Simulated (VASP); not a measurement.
Crystal: Sb2TeO2.

```
Sb Te O
1.0
     4.10000    0.00000    0.00000
     0.00000   13.40000    0.00000
     0.00000    0.00000    3.91000
Sb Te O
4 2 4
Direct
  0.56000 0.14500 0.50000
  0.06000 0.35500 0.00000
  0.94000 0.64500 0.00000
  0.44000 0.85500 0.50000
  0.00000 0.00000 0.00000
  0.50000 0.50000 0.50000
  0.96000 0.25000 0.50000
  0.46000 0.25000 0.00000
  0.54000 0.75000 0.00000
  0.04000 0.75000 0.50000
```

The cell was built by a generator and needn't be a form met in nature.

| Property | Result |
| --- | --- |
| Program | VASP 6.6.1 |
| Task | relaxation of cell and atoms |
| Functional | PBE |
| Potentials or basis | VASP PAW PBE potentials, release 64 (Sb, Te, O) |
| Cutoff | 520 eV |
| k mesh | 4 × 1 × 4 |
| Occupations | gaussian, width 0.15 eV |
| Spin | no spin polarisation |

At the start: pressure -8.5 GPa; volume 21.48 Å³/atom.

Task: How do energy, volume and symmetry change on relaxing?

Result: Over 13 steps the energy falls by 137.8 meV/atom and the volume is 19.30 Å³/atom (-10.2 %); space group Pnnm (No. 58, to 0.05 Å).

Step by step:
```
step  energy change (eV)  largest force (eV/Å)  pressure (GPa)  volume (Å³)
   1              0.0000                2.4100           -8.53       214.82
   2             -0.5002                1.9327           11.01       181.11
   3             -1.0249                0.7508            1.02       193.95
   4             -1.1913                0.3952            0.12       195.10
   5             -1.2295                0.2849           -0.11       196.37
   6             -1.2352                0.2526           -0.13       196.05
   7             -1.2541                0.2234           -0.16       195.66
   8             -1.3031                0.1715           -0.22       194.47
   9             -1.3582                0.1258            0.14       192.04
  10             -1.3738                0.0991            0.05       192.68
  11             -1.3740                0.0879            0.01       192.61
  12             -1.3740                0.0822            0.02       192.64
  13             -1.3778                0.0613           -0.38       192.97
```

Final structure:
```xyz
10
Lattice="3.9361 0.0000 0.0000 0.0000 12.7433 0.0000 0.0000 0.0000 3.8472" Properties=species:S:1:pos:R:3 pbc="T T T"
Sb    2.0959    1.9695    1.9236
Sb    0.1278    4.4021    0.0000
Sb    3.8083    8.3412    0.0000
Sb    1.8402   10.7737    1.9236
Te    3.9361    0.0000    0.0000
Te    1.9680    6.3716    1.9236
O     0.0533    3.1612    1.9236
O     2.0213    3.2105    0.0000
O     1.9147    9.5328    0.0000
O     3.8828    9.5821    1.9236
```

Caveat: the k mesh is coarse (spacing up to 0.47 Å⁻¹), so the values aren't converged; the relaxation stopped at a loose force limit of 0.08 eV/Å, so its end isn't a converged minimum.
